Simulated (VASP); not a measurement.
Input:

```
CELL_PARAMETERS angstrom
      1.61975     0.93516     6.27143
     -1.61975     0.93516     6.27143
      0.00000    -1.87032     6.27143
ATOMIC_POSITIONS crystal
  W  0.00000 0.00000 0.00000
  S  0.75230 0.75230 0.75230
  S  0.58100 0.58100 0.58100
```

The numbers are results of LDA (Ceperley-Alder, Perdew-Zunger), VASP's LDA PAW potentials (set 64) (plane waves; VASP), not measurements. Numerical set-up: 300 eV cut-off, 6×6×6 Γ-centred mesh, Fermi-Dirac smearing of 0.10 eV, potentials W_sv S.

Unless said otherwise, spin-orbit coupling is left out, though it shifts the bands of the heavy elements here.

Problem. Give the energies of bands 7 to 16 at the high-symmetry points, in eV from the valence-band maximum.

Solution. 
```json
[
 {"band": "7", "Γ": "-7.13", "T": "-6.10", "H2": "-5.95", "L": "-6.79", "S0": "-5.96", "F": "-6.66"},
 {"band": "8", "Γ": "-3.15", "T": "-3.61", "H2": "-5.67", "L": "-5.42", "S0": "-5.66", "F": "-5.59"},
 {"band": "9", "Γ": "-3.15", "T": "-3.17", "H2": "-4.76", "L": "-4.87", "S0": "-4.81", "F": "-4.56"},
 {"band": "10", "Γ": "-2.07", "T": "-3.17", "H2": "-4.31", "L": "-3.77", "S0": "-4.32", "F": "-3.68"},
 {"band": "11", "Γ": "-2.07", "T": "-2.03", "H2": "-3.76", "L": "-2.39", "S0": "-3.69", "F": "-2.95"},
 {"band": "12", "Γ": "-1.35", "T": "-2.03", "H2": "-2.82", "L": "-1.66", "S0": "-2.87", "F": "-1.86"},
 {"band": "13", "Γ": "-1.06", "T": "0.00", "H2": "-0.56", "L": "-1.50", "S0": "-0.55", "F": "-1.36"},
 {"band": "14", "Γ": "2.08", "T": "2.13", "H2": "1.21", "L": "2.09", "S0": "1.18", "F": "2.04"},
 {"band": "15", "Γ": "2.08", "T": "2.13", "H2": "2.43", "L": "2.36", "S0": "2.44", "F": "2.49"},
 {"band": "16", "Γ": "2.28", "T": "2.20", "H2": "3.20", "L": "3.39", "S0": "3.17", "F": "2.99"}
]
```

The gap is indirect, 0.98 eV, from the valence maximum at T to the conduction minimum at (-0.17, 0.17, 0.00).

The structure was generated: WS2 was put into an ordered model structure, which need not be its known phase. The cell was not relaxed at this level.
